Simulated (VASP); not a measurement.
OSZICAR of a VASP run on As (relaxed from the simple-cubic structure, space group Pm-3m):

OSZICAR:
```
       N       E                     dE             d eps       ncg     rms          rms(c)
DAV:   1     0.317533891303E+01    0.31753E+01   -0.17576E+03  1020   0.502E+02
DAV:   2    -0.490414668094E+01   -0.80795E+01   -0.78941E+01  1404   0.635E+01
DAV:   3    -0.501932620100E+01   -0.11518E+00   -0.11426E+00  1152   0.830E+00
DAV:   4    -0.501949226381E+01   -0.16606E-03   -0.16606E-03  1536   0.347E-01
DAV:   5    -0.501949229582E+01   -0.32016E-07   -0.31551E-07  1164   0.331E-03    0.224E+00
DAV:   6    -0.501720628217E+01    0.22860E-02   -0.24194E-04  1290   0.170E-01    0.133E+00
DAV:   7    -0.501581828957E+01    0.13880E-02   -0.69757E-04  1104   0.277E-01    0.626E-02
DAV:   8    -0.501583101237E+01   -0.12723E-04   -0.18392E-05  1332   0.422E-02    0.470E-03
DAV:   9    -0.501583144670E+01   -0.43433E-06   -0.38279E-07  1092   0.609E-03
   1 F= -.50158314E+01 E0= -.50155612E+01  d E =-.501583E+01
       N       E                     dE             d eps       ncg     rms          rms(c)
DAV:   1    -0.501759946279E+01   -0.17685E-02   -0.42175E-02  1032   0.128E+00    0.176E-01
DAV:   2    -0.501662958484E+01    0.96988E-03   -0.73351E-04  1110   0.220E-01    0.954E-02
DAV:   3    -0.501619657354E+01    0.43301E-03   -0.10032E-03  1032   0.191E-01    0.221E-02
DAV:   4    -0.501619666361E+01   -0.90068E-07   -0.26952E-06  1194   0.195E-02
   2 F= -.50161967E+01 E0= -.50159389E+01  d E =-.365217E-03
       N       E                     dE             d eps       ncg     rms          rms(c)
DAV:   1    -0.501642003669E+01   -0.22346E-03   -0.40606E-03  1032   0.400E-01    0.550E-02
DAV:   2    -0.501632700922E+01    0.93027E-04   -0.70617E-05  1110   0.682E-02    0.295E-02
DAV:   3    -0.501628661245E+01    0.40397E-04   -0.96934E-05  1026   0.595E-02    0.711E-03
DAV:   4    -0.501628658076E+01    0.31697E-07   -0.25793E-07   726   0.609E-03
   3 F= -.50162866E+01 E0= -.50160179E+01  d E =-.455134E-03
```

Which electronic solver shows in the log?

It is blocked Davidson (ALGO = Normal, or the opening steps of other solvers). The INCAR had ALGO = Normal.

Can the final energy be trusted as converged?

The run converged. It stopped with EDIFF = 1E-6, NELM = 100, NSW = 60 and EDIFFG = -0.01 after 3 ionic steps (PBEsol GGA, plane waves, VASP's PBE PAW potentials (set 64)).

The structure was generated: As was put into the simple-cubic type (Pm-3m), which need not be its known phase. This run relaxes it. Symmetry was kept, so distortions that lower it aren't found. The start is the result of an earlier pass.
